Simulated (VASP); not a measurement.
**FeGe: magnetic orders**

Wanted: the lowest of several collinear orders of FeGe. The start is a cell from a database of measured crystal structures.

Main program and level: VASP 6.6.1; LDA, DFT+U (Fe d 2 eV), spin-polarised, from parallel moments; plane waves and PAW (Ge_d, Fe), in the first sound run; inputs show where later runs differ.

The database entry behind the starting cell differs from later determinations by our own check (about 0.2 % short), so it need not match the best structure at ambient conditions.

## Step 1: Starting point

It takes space group P2_13 (No. 198, cubic). The conventional cell has a = 4.689 Å, b = 4.689 Å, c = 4.689 Å, α = 90.00°, β = 90.00°, γ = 90.00°. Nearest to Ge lie 7 Fe at 2.38 to 2.64 Å. Nearest to Fe lie 7 Ge at 2.38 to 2.64 Å. Farther neighbours are not listed.

## Step 2: Magnetic order, start order fm, signs ++++

Each run starts from other signs of the moments at the same geometry and cutoff; gentle mixing helps it keep them. Any wave vector in a name is a fraction of the reciprocal vectors of the first cell as typed.

Input file INCAR:

```
SYSTEM = FeGe
PREC = Normal
ENCUT = 380
EDIFF = 1E-06
NELM = 150
ISMEAR = 0
SIGMA = 0.05
LREAL = .FALSE.
ALGO = Normal
GGA = CA
NBANDS = 58
ISPIN = 2
MAGMOM = 0 0 0 0 3 3 3 3
LDAU = .TRUE.
LDAUTYPE = 2
LDAUL = -1 2
LDAUU = 0 2
LDAUJ = 0 0
LDAUPRINT = 1
LASPH = .TRUE.
LMAXMIX = 4
LORBIT = 11
LWAVE = .FALSE.
LCHARG = .TRUE.
AMIX = 0.2
BMIX = 1E-04
AMIX_MAG = 0.8
BMIX_MAG = 1E-04
```

Input file POSCAR:

```
FeGe
1.0
    4.6890000000      0.0000000000      0.0000000000
    0.0000000000      4.6890000000      0.0000000000
    0.0000000000      0.0000000000      4.6890000000
Ge Fe
4 4
Direct
    0.1580000000      0.3420000000      0.6580000000
    0.3420000000      0.6580000000      0.1580000000
    0.6580000000      0.1580000000      0.3420000000
    0.8420000000      0.8420000000      0.8420000000
    0.8650000000      0.6350000000      0.3650000000
    0.6350000000      0.3650000000      0.8650000000
    0.3650000000      0.8650000000      0.6350000000
    0.1350000000      0.1350000000      0.1350000000
```

Input file KPOINTS:

```
Automatic mesh
0
Gamma
4 4 4
0 0 0
```

PAW data sets: Ge_d and Fe (LDA family, release 64).

The run is started by

```
$ mpirun -np 1 vasp_std
```

What it wrote:

```text
[banner, memory and clock lines left out]
running    1 mpi-ranks, on    1 nodes
 distrk:  each k-point on    1 cores,    1 groups
 distr:  one band on    1 cores,    1 groups

 POSCAR found type information on POSCAR GeFe
 POSCAR found :  2 types and       8 ions
 LDA part: xc-table for (Slater(with rela. corr.)+CA(PZ))
 , standard interpolation
 POSCAR, INCAR and KPOINTS ok, starting setup
 FFT: planning ... GRIDC
 FFT: planning ... GRID_SOFT
 FFT: planning ... GRID
 WAVECAR not read
 entering main loop
       N       E                     dE             d eps       ncg     rms          rms(c)
DAV:   1     0.864104567055E+03    0.86410E+03   -0.29732E+04  2978   0.337E+03
DAV:   2     0.125533130339E+03   -0.73857E+03   -0.70175E+03  2552   0.778E+02
DAV:   3    -0.424532649627E+02   -0.16799E+03   -0.15713E+03  2552   0.237E+02
DAV:   4    -0.554317374742E+02   -0.12978E+02   -0.12631E+02  3048   0.773E+01
DAV:   5    -0.557679930748E+02   -0.33626E+00   -0.33502E+00  3008   0.137E+01    0.247E+01
DAV:   6    -0.517769122436E+02    0.39911E+01   -0.18954E+01  3304   0.417E+01    0.108E+01
DAV:   7    -0.514585017133E+02    0.31841E+00   -0.18931E+00  3276   0.147E+01    0.763E+00
DAV:   8    -0.512476379412E+02    0.21086E+00   -0.45198E-01  3400   0.487E+00    0.431E+00
DAV:   9    -0.511939992536E+02    0.53639E-01   -0.25881E-01  3212   0.376E+00    0.986E-01
DAV:  10    -0.511975249892E+02   -0.35257E-02   -0.45460E-02  2762   0.247E+00    0.656E-01
DAV:  11    -0.511976419767E+02   -0.11699E-03   -0.63427E-03  3448   0.857E-01    0.268E-01
DAV:  12    -0.511984339961E+02   -0.79202E-03   -0.39608E-03  2868   0.520E-01    0.155E-01
DAV:  13    -0.511988054601E+02   -0.37146E-03   -0.61389E-04  2906   0.248E-01    0.832E-02
DAV:  14    -0.511989465694E+02   -0.14111E-03   -0.18527E-04  2834   0.899E-02    0.429E-02
DAV:  15    -0.511989915462E+02   -0.44977E-04   -0.51281E-05  3038   0.596E-02    0.254E-02
DAV:  16    -0.511990171485E+02   -0.25602E-04   -0.48361E-05  2674   0.417E-02    0.196E-02
DAV:  17    -0.511990182290E+02   -0.10805E-05   -0.98629E-06  2128   0.278E-02    0.926E-03
DAV:  18    -0.511990193561E+02   -0.11270E-05   -0.15286E-06  1392   0.121E-02    0.564E-03
DAV:  19    -0.511990196730E+02   -0.31696E-06   -0.11895E-06  1596   0.625E-03
   1 F= -.51199020E+02 E0= -.51191391E+02  d E =-.152574E-01  mag=     6.7626
```

Run time: 58 s. Hardware: 1 MPI rank of AMD EPYC 9R14 (Zen 4), shared host; peak memory 0.14 GiB.

The logs omit lines about the potential files and the build; timing stands in the text.

OUTCAR, selected parts (step 2):

```text
ion  position               nearest neighbor table
   1  0.158  0.342  0.658-   5 2.38   8 2.44   7 2.44   6 2.44   7 2.64   8 2.64   6 2.64   2 2.90
                             2 2.90   3 2.90   4 2.90   3 2.90   4 2.90
   2  0.342  0.658  0.158-   6 2.38   7 2.44   5 2.44   8 2.44   5 2.64   7 2.64   8 2.64   1 2.90
                             1 2.90   3 2.90   3 2.90   4 2.90   4 2.90
   3  0.658  0.158  0.342-   7 2.38   6 2.44   5 2.44   8 2.44   6 2.64   5 2.64   8 2.64   1 2.90
                             4 2.90   2 2.90   2 2.90   1 2.90   4 2.90
   4  0.842  0.842  0.842-   8 2.38   5 2.44   7 2.44   6 2.44   6 2.64   5 2.64   7 2.64   2 2.90
                             3 2.90   1 2.90   3 2.90   1 2.90   2 2.90
   5  0.865  0.635  0.365-   1 2.38   4 2.44   3 2.44   2 2.44   3 2.64   4 2.64   2 2.64   6 2.87
                             6 2.87   8 2.87   8 2.87   7 2.87   7 2.87
   6  0.635  0.365  0.865-   2 2.38   3 2.44   1 2.44   4 2.44   1 2.64   3 2.64   4 2.64   5 2.87
                             5 2.87   7 2.87   7 2.87   8 2.87   8 2.87
   7  0.365  0.865  0.635-   3 2.38   2 2.44   1 2.44   4 2.44   2 2.64   1 2.64   4 2.64   8 2.87
                             6 2.87   6 2.87   8 2.87   5 2.87   5 2.87
   8  0.135  0.135  0.135-   4 2.38   1 2.44   3 2.44   2 2.44   2 2.64   1 2.64   3 2.64   5 2.87
                             7 2.87   7 2.87   5 2.87   6 2.87   6 2.87

  LATTYP: Found a simple cubic cell.
 ALAT       =     4.6890000000

 Subroutine GETGRP returns: Found 12 space group operations
 (whereof  3 operations were pure point group operations)

The static configuration has the point symmetry C_3 .
 The point group associated with its full space group is T   .

 Found     11 irreducible k-points:

   k-points           NKPTS =     11   k-points in BZ     NKDIM =     11   number of bands    NBANDS=     58

   dimension x,y,z NGX =    24 NGY =   24 NGZ =   24
   dimension x,y,z NGXF=    48 NGYF=   48 NGZF=   48

   ENCUT  =  380.0 eV  27.93 Ry    5.28 a.u.   7.45  7.45  7.45*2*pi/ulx,y,z

   NELECT =      88.0000    total number of electrons

 k-points in reciprocal lattice and weights: Automatic mesh
   0.00000000  0.00000000  0.00000000       0.016
   0.25000000  0.00000000  0.00000000       0.094
   0.50000000  0.00000000  0.00000000       0.047
   0.25000000  0.25000000  0.00000000       0.188
   0.50000000  0.25000000  0.00000000       0.094
  -0.25000000  0.50000000  0.00000000       0.094
   0.50000000  0.50000000  0.00000000       0.047
   0.25000000  0.25000000  0.25000000       0.125
   0.50000000  0.25000000  0.25000000       0.188
   0.50000000  0.50000000  0.25000000       0.094
   0.50000000  0.50000000  0.50000000       0.016

atom =   5  type =  2  l = 2

 onsite density matrix

spin component  1

  0.8454 -0.0214  0.0043  0.0214  0.0073
 -0.0214  0.8454 -0.0084  0.0214  0.0001
  0.0043 -0.0084  0.8344 -0.0041  0.0000
  0.0214  0.0214 -0.0041  0.8454  0.0073
  0.0073  0.0001  0.0000  0.0073  0.8344

spin component  2

  0.5123  0.0667 -0.0101 -0.0667 -0.0142
  0.0667  0.5123  0.0173 -0.0667 -0.0016
 -0.0101  0.0173  0.3836  0.0072  0.0000
 -0.0667 -0.0667  0.0072  0.5123 -0.0158
 -0.0142 -0.0016  0.0000 -0.0158  0.3836

 occupancies and eigenvectors

  o =  0.3770  v =  0.0000  0.0000  0.0000  0.0000  0.0000 -0.1772  0.2319 -0.9356  0.0546 -0.1913      0.0000  0.0000  0.0000  0.0000  0.0000  0.0000  0.0000  0.0000  0.0000  0.0000
  o =  0.3770  v =  0.0000  0.0000  0.0000  0.0000  0.0000  0.1654  0.0708 -0.1913  0.2362  0.9356      0.0000  0.0000  0.0000  0.0000  0.0000  0.0000  0.0000  0.0000  0.0000  0.0000
  o =  0.4522  v =  0.0000  0.0000  0.0000  0.0000  0.0000 -0.4474 -0.3293 -0.0994 -0.7767  0.2798      0.0000  0.0000  0.0000  0.0000  0.0000  0.0000  0.0000  0.0000  0.0000  0.0000
  o =  0.4522  v =  0.0000  0.0000  0.0000  0.0000  0.0000  0.6386 -0.7067 -0.2798 -0.0681 -0.0994      0.0000  0.0000  0.0000  0.0000  0.0000  0.0000  0.0000  0.0000  0.0000  0.0000
  o =  0.6457  v =  0.0000  0.0000  0.0000  0.0000  0.0000  0.5774  0.5774 -0.0000 -0.5774 -0.0000      0.0000  0.0000  0.0000  0.0000  0.0000  0.0000  0.0000  0.0000  0.0000  0.0000
  o =  0.8027  v =  0.5774  0.5774 -0.0000 -0.5774 -0.0000  0.0000  0.0000  0.0000  0.0000  0.0000      0.0000  0.0000  0.0000  0.0000  0.0000  0.0000  0.0000  0.0000  0.0000  0.0000
  o =  0.8314  v =  0.1753  0.0390  0.1547  0.2143 -0.9476  0.0000  0.0000  0.0000  0.0000  0.0000      0.0000  0.0000  0.0000  0.0000  0.0000  0.0000  0.0000  0.0000  0.0000  0.0000
  o =  0.8314  v = -0.1462  0.2249  0.9476  0.0787  0.1547  0.0000  0.0000  0.0000  0.0000  0.0000      0.0000  0.0000  0.0000  0.0000  0.0000  0.0000  0.0000  0.0000  0.0000  0.0000
  o =  0.8698  v = -0.7599  0.2130 -0.0786 -0.5469 -0.2683  0.0000  0.0000  0.0000  0.0000  0.0000      0.0000  0.0000  0.0000  0.0000  0.0000  0.0000  0.0000  0.0000  0.0000  0.0000
  o =  0.8698  v = -0.1928  0.7545 -0.2683  0.5617  0.0786  0.0000  0.0000  0.0000  0.0000  0.0000      0.0000  0.0000  0.0000  0.0000  0.0000  0.0000  0.0000  0.0000  0.0000  0.0000

atom =   6  type =  2  l = 2

 onsite density matrix

spin component  1

  0.8454  0.0214  0.0043 -0.0214  0.0073
  0.0214  0.8454  0.0084  0.0214 -0.0001
  0.0043  0.0084  0.8344  0.0041 -0.0000
 -0.0214  0.0214  0.0041  0.8454 -0.0073
  0.0073 -0.0001 -0.0000 -0.0073  0.8344

spin component  2

  0.5123 -0.0667 -0.0101  0.0667 -0.0142
 -0.0667  0.5123 -0.0173 -0.0667  0.0016
 -0.0101 -0.0173  0.3836 -0.0072  0.0000
  0.0667 -0.0667 -0.0072  0.5123  0.0158
 -0.0142  0.0016  0.0000  0.0158  0.3836

 occupancies and eigenvectors

  o =  0.3770  v =  0.0000  0.0000  0.0000  0.0000  0.0000  0.0687 -0.1670 -0.5896 -0.2357  0.7512      0.0000  0.0000  0.0000  0.0000  0.0000  0.0000  0.0000  0.0000  0.0000  0.0000
  o =  0.3770  v =  0.0000  0.0000  0.0000  0.0000  0.0000 -0.2325 -0.1757 -0.7512  0.0568 -0.5896      0.0000  0.0000  0.0000  0.0000  0.0000  0.0000  0.0000  0.0000  0.0000  0.0000
  o =  0.4522  v =  0.0000  0.0000  0.0000  0.0000  0.0000  0.7009  0.6462 -0.2606 -0.0548 -0.1422      0.0000  0.0000  0.0000  0.0000  0.0000  0.0000  0.0000  0.0000  0.0000  0.0000
  o =  0.4522  v =  0.0000  0.0000  0.0000  0.0000  0.0000 -0.3415  0.4363 -0.1422  0.7778  0.2606      0.0000  0.0000  0.0000  0.0000  0.0000  0.0000  0.0000  0.0000  0.0000  0.0000
  o =  0.6457  v =  0.0000  0.0000  0.0000  0.0000  0.0000  0.5774 -0.5774  0.0000  0.5774  0.0000      0.0000  0.0000  0.0000  0.0000  0.0000  0.0000  0.0000  0.0000  0.0000  0.0000
[...]
-0.0214  0.8454  0.0084 -0.0214 -0.0001
 -0.0043  0.0084  0.8344 -0.0041 -0.0000
 -0.0214 -0.0214 -0.0041  0.8454  0.0073
 -0.0073 -0.0001 -0.0000  0.0073  0.8344

spin component  2

  0.5123  0.0667  0.0101  0.0667  0.0142
  0.0667  0.5123 -0.0173  0.0667  0.0016
  0.0101 -0.0173  0.3836  0.0072  0.0000
  0.0667  0.0667  0.0072  0.5123 -0.0158
  0.0142  0.0016  0.0000 -0.0158  0.3836

 occupancies and eigenvectors

  o =  0.3770  v =  0.0000  0.0000  0.0000  0.0000  0.0000  0.1691 -0.2350 -0.9436  0.0659 -0.1463      0.0000  0.0000  0.0000  0.0000  0.0000  0.0000  0.0000  0.0000  0.0000  0.0000
  o =  0.3770  v =  0.0000  0.0000  0.0000  0.0000  0.0000  0.1737  0.0596  0.1463 -0.2333 -0.9436      0.0000  0.0000  0.0000  0.0000  0.0000  0.0000  0.0000  0.0000  0.0000  0.0000
  o =  0.4522  v =  0.0000  0.0000  0.0000  0.0000  0.0000 -0.3079 -0.4664  0.1544  0.7743 -0.2536      0.0000  0.0000  0.0000  0.0000  0.0000  0.0000  0.0000  0.0000  0.0000  0.0000
  o =  0.4522  v =  0.0000  0.0000  0.0000  0.0000  0.0000  0.7163 -0.6248  0.2536 -0.0915  0.1544      0.0000  0.0000  0.0000  0.0000  0.0000  0.0000  0.0000  0.0000  0.0000  0.0000
  o =  0.6457  v =  0.0000  0.0000  0.0000  0.0000  0.0000  0.5774  0.5774  0.0000  0.5774  0.0000      0.0000  0.0000  0.0000  0.0000  0.0000  0.0000  0.0000  0.0000  0.0000  0.0000
  o =  0.8027  v =  0.5774  0.5774  0.0000  0.5774  0.0000  0.0000  0.0000  0.0000  0.0000  0.0000      0.0000  0.0000  0.0000  0.0000  0.0000  0.0000  0.0000  0.0000  0.0000  0.0000
  o =  0.8314  v = -0.1915 -0.0118  0.0402  0.2033 -0.9593  0.0000  0.0000  0.0000  0.0000  0.0000      0.0000  0.0000  0.0000  0.0000  0.0000  0.0000  0.0000  0.0000  0.0000  0.0000
  o =  0.8314  v = -0.1242  0.2280 -0.9593 -0.1038 -0.0402  0.0000  0.0000  0.0000  0.0000  0.0000      0.0000  0.0000  0.0000  0.0000  0.0000  0.0000  0.0000  0.0000  0.0000  0.0000
  o =  0.8698  v =  0.0624 -0.7080 -0.2513  0.6455  0.1225  0.0000  0.0000  0.0000  0.0000  0.0000      0.0000  0.0000  0.0000  0.0000  0.0000  0.0000  0.0000  0.0000  0.0000  0.0000
  o =  0.8698  v =  0.7814 -0.3366 -0.1225 -0.4448 -0.2513  0.0000  0.0000  0.0000  0.0000  0.0000      0.0000  0.0000  0.0000  0.0000  0.0000  0.0000  0.0000  0.0000  0.0000  0.0000

 average (electrostatic) potential at core
       1 -72.1575       2 -72.1575       3 -72.1575       4 -72.1575       5 -41.6730
       6 -41.6730       7 -41.6730       8 -41.6730

 E-fermi :   7.9584

 spin component 1
 k-point     1 :       0.0000    0.0000    0.0000
  band No.  band energies     occupation
    ...
     43       6.2346      1.00000
     44       6.2346      1.00000
     45       6.7385      1.00000
     46       6.7385      1.00000
     47       6.7385      1.00000
     48       9.1964      0.00000
     49       9.1964      0.00000
     50       9.1964      0.00000
     51      10.2019      0.00000
     52      10.2019      0.00000
    ...

 k-point     2 :       0.2500    0.0000    0.0000
  band No.  band energies     occupation
    ...
     42       5.9329      1.00000
     43       6.0922      1.00000
     44       6.2883      1.00000
     45       6.6156      1.00000
     46       6.6435      1.00000
     47       8.0378      0.01232
     48       8.2081      0.00000
     49       8.5642      0.00000
     50       8.8263      0.00000
     51       9.1308      0.00000
    ...

 k-point     3 :       0.5000    0.0000    0.0000
  band No.  band energies     occupation
    ...
     42       5.8436      1.00000
     43       6.2397      1.00000
     44       6.2397      1.00000
     45       6.5042      1.00000
     46       6.5042      1.00000
     47       8.0227      0.03437
     48       8.0227      0.03437
     49       8.1370      0.00000
     50       8.1370      0.00000
     51      11.1064      0.00000
    ...

 k-point     4 :       0.2500    0.2500    0.0000
  band No.  band energies     occupation
    ...
     43       6.0014      1.00000
     44       6.2123      1.00000
     45       6.5193      1.00000
     46       6.7230      1.00000
     47       7.8016      1.00000
     48       8.1244      0.00000
     49       8.7087      0.00000
     50       9.1711      0.00000
     51       9.4306      0.00000
     52      10.2007      0.00000
    ...

 k-point     5 :       0.5000    0.2500    0.0000
  band No.  band energies     occupation
    ...
     44       6.1041      1.00000
     45       6.5188      1.00000
     46       6.5188      1.00000
     47       7.7544      1.00000
     48       7.7544      1.00000
     49       9.2761      0.00000
     50       9.2761      0.00000
     51       9.6814      0.00000
     52       9.6814      0.00000
     53      10.9863      0.00000
    ...

 k-point     6 :      -0.2500    0.5000    0.0000
  band No.  band energies     occupation
    ...
     44       6.1355      1.00000
     45       6.5758      1.00000
     46       6.5758      1.00000
     47       7.9072      0.92622
     48       7.9072      0.92622
     49       9.1387      0.00000
     50       9.1387      0.00000
     51       9.7301      0.00000
     52       9.7301      0.00000
     53      10.8694      0.00000
    ...

  Total       -6.1223158     -6.1223158     -6.1223158      0.0000000     -0.0000000     -0.0000000
  in kB      -95.1449215    -95.1449215    -95.1449215      0.0000000     -0.0000000     -0.0000000
  external PRESSURE =     -95.1449215 kB  Pullay stress =       0.0000000 kB

  energy-cutoff  :      380.00
  volume of cell :      103.10
      direct lattice vectors                 reciprocal lattice vectors
     4.689000000  0.000000000  0.000000000     0.213265089  0.000000000  0.000000000
     0.000000000  4.689000000  0.000000000     0.000000000  0.213265089  0.000000000
     0.000000000  0.000000000  4.689000000     0.000000000  0.000000000  0.213265089

 POSITION                                       TOTAL-FORCE (eV/Angst)
 -----------------------------------------------------------------------------------
      0.74086      1.60364      3.08536        -0.092245      0.092245     -0.092245
      1.60364      3.08536      0.74086         0.092245     -0.092245     -0.092245
      3.08536      0.74086      1.60364        -0.092245     -0.092245      0.092245
      3.94814      3.94814      3.94814         0.092245      0.092245      0.092245
      4.05599      2.97751      1.71149         0.062356     -0.062356      0.062356
      2.97751      1.71149      4.05599        -0.062356      0.062356      0.062356
      1.71149      4.05599      2.97751         0.062356      0.062356     -0.062356
      0.63301      0.63301      0.63301        -0.062356     -0.062356     -0.062356
 -----------------------------------------------------------------------------------
    total drift:                                0.000001      0.000001     -0.000000

  FREE ENERGIE OF THE ION-ELECTRON SYSTEM (eV)
  ---------------------------------------------------
  free  energy   TOTEN  =       -51.1990196730 eV

  energy  without entropy=      -51.1837622721  energy(sigma->0) =      -51.19139097

 total charge
# of ion       s       p       d       tot
------------------------------------------
    1        1.140   1.242  10.104  12.486
    2        1.140   1.242  10.104  12.486
    3        1.140   1.242  10.104  12.486
    4        1.140   1.242  10.104  12.486
    5        0.379   0.490   6.477   7.347
    6        0.379   0.490   6.477   7.347
    7        0.379   0.490   6.477   7.347
    8        0.379   0.490   6.477   7.347
--------------------------------------------------
tot          6.077   6.927  66.325  79.328

 magnetization (x)
# of ion       s       p       d       tot
------------------------------------------
    1       -0.007  -0.103  -0.011  -0.120
    2       -0.007  -0.103  -0.011  -0.120
    3       -0.007  -0.103  -0.011  -0.120
    4       -0.007  -0.103  -0.011  -0.120
    5       -0.003  -0.013   1.901   1.886
    6       -0.003  -0.013   1.901   1.886
    7       -0.003  -0.013   1.901   1.886
    8       -0.003  -0.013   1.901   1.886
--------------------------------------------------
tot         -0.038  -0.462   7.562   7.062

[... 6 further parts left out ...]
```

The magnetic state follows from one typed start and may not be the lowest. The k-mesh is coarse for a metal. A U on the itinerant d states of such a compound is hard to justify; it moves the bands at the Fermi level and favours large moments.

This step gave:

```
electronic cycles                                 : 19
electrons                                         : 88
free energy (TOTEN)                               : -51.1990 eV
energy at zero smearing                           : -51.1914 eV
Fermi energy                                      : 7.958 eV
moment of the cell, from the last line of the log : 6.763 μB
labelled metallic, from the levels on this mesh   : yes
```

Spin moment in the PAW sphere by atom:

```
atom  spin moment in the PAW sphere (μB)
 Ge1                               -0.12
 Ge2                               -0.12
 Ge3                               -0.12
 Ge4                               -0.12
 Fe5                                1.89
 Fe6                                1.89
 Fe7                                1.89
 Fe8                                1.89
```

Force by atom:

```
atom  x (eV/Å)  y (eV/Å)  z (eV/Å)   size
 Ge1    -0.092     0.092    -0.092  0.160
 Ge2     0.092    -0.092    -0.092  0.160
 Ge3    -0.092    -0.092     0.092  0.160
 Ge4     0.092     0.092     0.092  0.160
 Fe5     0.062    -0.062     0.062  0.108
 Fe6    -0.062     0.062     0.062  0.108
 Fe7     0.062     0.062    -0.062  0.108
 Fe8    -0.062    -0.062    -0.062  0.108
```

Spin density in the ac plane at fractional y = 0.135, with atoms of Ge and Fe within 0.2 Å of it.

Ten even steps from '_' (0.0 e/Å³) to '@' (2.4 e/Å³), each cell a mean:
```
____________________________
____________________________
____________________________
____________________________
____________________________
____________________________
____________________________
____________________________
____________________________
__....______________________
..==++::____________________
--%%@@++..__________________
::##%%==____________________
..::--..____________________
```
Columns run along a (4.7 Å), rows up along c (4.7 Å). Atoms in or near the plane, at fractional coordinates: Ge at (0.66, 0.34), Fe at (0.13, 0.13).

[end of part 1 of 3]

[Lines on the potential files, build, host, timing and source positions are cut from VASP's logs without a mark.]

[Logs are printed without paths, hosts, clocks, repeated set-up lines and the standing remarks that a program may print on its own settings, such as how far it seeks lower states.]

[Hosts, paths, dates, database ids (printed as entryN), source tags and the programs' standing remarks are cut or masked in the printed files.]

[In band tables of VASP the shares of atoms and orbitals are scaled to a sum of 1 inside the atoms' spheres.]

[Runs that stopped without an error message from VASP are left out.]
